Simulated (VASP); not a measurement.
Output of a VASP run:

**OSZICAR**
```
       N       E                     dE             d eps       ncg     rms          rms(c)
DAV:   1     0.454745132876E+02    0.45475E+02   -0.87754E+03  2872   0.137E+03
DAV:   2    -0.658548196926E+01   -0.52060E+02   -0.50918E+02  2794   0.531E+02
DAV:   3    -0.891077301565E+01   -0.23253E+01   -0.22038E+01  2958   0.555E+01
DAV:   4    -0.900752781836E+01   -0.96755E-01   -0.94187E-01  3008   0.101E+01
DAV:   5    -0.901200505375E+01   -0.44772E-02   -0.44952E-02  2884   0.177E+00    0.240E+01
DAV:   6    -0.900491358308E+01    0.70915E-02   -0.37035E-02  2801   0.352E+00    0.143E+01
DAV:   7    -0.901586272709E+01   -0.10949E-01   -0.64223E-02  2706   0.470E+00    0.395E-01
DAV:   8    -0.901563338464E+01    0.22934E-03   -0.45209E-03  2697   0.102E+00    0.813E-02
DAV:   9    -0.901564911419E+01   -0.15730E-04   -0.22221E-04  2859   0.202E-01    0.320E-02
DAV:  10    -0.901564381065E+01    0.53035E-05   -0.32660E-05  2816   0.714E-02    0.515E-02
DAV:  11    -0.901564453733E+01   -0.72668E-06   -0.29442E-06  2117   0.231E-02
   1 F= -.90156445E+01 E0= -.90166137E+01  d E =-.901564E+01
       N       E                     dE             d eps       ncg     rms          rms(c)
DAV:   1    -0.902212445944E+01   -0.64806E-02   -0.22917E-01  2502   0.610E+00    0.330E-01
DAV:   2    -0.901928878287E+01    0.28357E-02   -0.64354E-03  2753   0.119E+00    0.203E-01
DAV:   3    -0.901777947909E+01    0.15093E-02   -0.18491E-03  3166   0.565E-01    0.980E-02
DAV:   4    -0.901778279431E+01   -0.33152E-05   -0.23891E-04  2792   0.137E-01    0.546E-02
DAV:   5    -0.901778379643E+01   -0.10021E-05   -0.10448E-05  2944   0.506E-02    0.132E-02
DAV:   6    -0.901778324874E+01    0.54769E-06   -0.41969E-07  1452   0.992E-03
   2 F= -.90177832E+01 E0= -.90189232E+01  d E =-.213871E-02
       N       E                     dE             d eps       ncg     rms          rms(c)
DAV:   1    -0.902039919598E+01   -0.26154E-02   -0.11310E-01  2482   0.429E+00    0.234E-01
DAV:   2    -0.901901511682E+01    0.13841E-02   -0.31953E-03  2745   0.834E-01    0.140E-01
DAV:   3    -0.901826315375E+01    0.75196E-03   -0.94523E-04  3179   0.408E-01    0.611E-02
DAV:   4    -0.901826701237E+01   -0.38586E-05   -0.11832E-04  2776   0.944E-02    0.365E-02
DAV:   5    -0.901826811142E+01   -0.10990E-05   -0.40526E-06  2115   0.349E-02    0.965E-03
DAV:   6    -0.901826770572E+01    0.40570E-06   -0.40032E-07  1207   0.190E-02
   3 F= -.90182677E+01 E0= -.90195169E+01  d E =-.262317E-02
```

**OUTCAR**
```
------------------------ aborting loop because EDIFF is reached ----------------------------------------
  FORCE on cell =-STRESS in cart. coord.  units (eV):
  Direction    XX          YY          ZZ          XY          YZ          ZX
  --------------------------------------------------------------------------------------
  Total        0.0178249      0.0178249      0.0054780      0.0000000      0.0000000      0.0000000
  in kB        0.4674185      0.4674184      0.1436488      0.0000000      0.0000000      0.0000000
  external PRESSURE =       0.3594953 kB  Pullay stress =       0.0000000 kB
  volume of cell :       61.10
      direct lattice vectors                 reciprocal lattice vectors
     1.787831724 -3.096614939  0.000000000     0.279668379 -0.161466637 -0.000000000
     1.787831724  3.096614939 -0.000000000     0.279668379  0.161466637 -0.000000000
     0.000000000  0.000000000  5.518067417     0.000000000  0.000000000  0.181222867
 POSITION                                       TOTAL-FORCE (eV/Angst)
 -----------------------------------------------------------------------------------
      1.78783      1.03221      1.37952         0.000000     -0.000000      0.000000
      1.78783     -1.03221      4.13855        -0.000000      0.000000      0.000000
 -----------------------------------------------------------------------------------
    total drift:                               -0.000002      0.000087     -0.000012
  FREE ENERGIE OF THE ION-ELECTRON SYSTEM (eV)
  ---------------------------------------------------
  free  energy   TOTEN  =        -9.0182677057 eV

  energy  without entropy=       -9.0220151588  energy(sigma->0) =       -9.01951686

 reached required accuracy - stopping structural energy minimisation
```
(Selected blocks of OUTCAR.)

File POSCAR:
```
Er
1
    1.7800000000    -3.0830500000     0.0000000000
    1.7800000000     3.0830500000     0.0000000000
    0.0000000000     0.0000000000     5.5900000000
Er
2
Direct
  0.3333330000   0.6666670000   0.2500000000
  0.6666670000   0.3333330000   0.7500000000
```

Q: Write an INCAR and KPOINTS that could have produced this output.

A: This is not unique; one that fits is the input of the run itself, PW91 GGA, plane waves, VASP's PBE PAW potentials (set 64).

**KPOINTS**
```
Automatic
0
gamma
 11 11 6
0 0 0
```

**INCAR**
```
ALGO = Normal
EDIFF = 1E-6
EDIFFG = -0.01
ENCUT = 520
GGA = 91
IBRION = 2
ISIF = 3
ISMEAR = 1
LASPH = T
LCHARG = F
LMAXMIX = 6
LREAL = F
LWAVE = F
NELM = 100
NSW = 60
PREC = Accurate
SIGMA = 0.1
SYSTEM = Er
```

POTCAR, in this order: Er_3 (PBE.64 set). Program: vasp_std.

The 4f electrons are frozen in the core of the lanthanide potential, so 4f levels, which can set the real gap, and their magnetism are missing.

The compound is Er in the hcp structure. This run relaxes it. Symmetry was kept, so distortions that lower it aren't found.
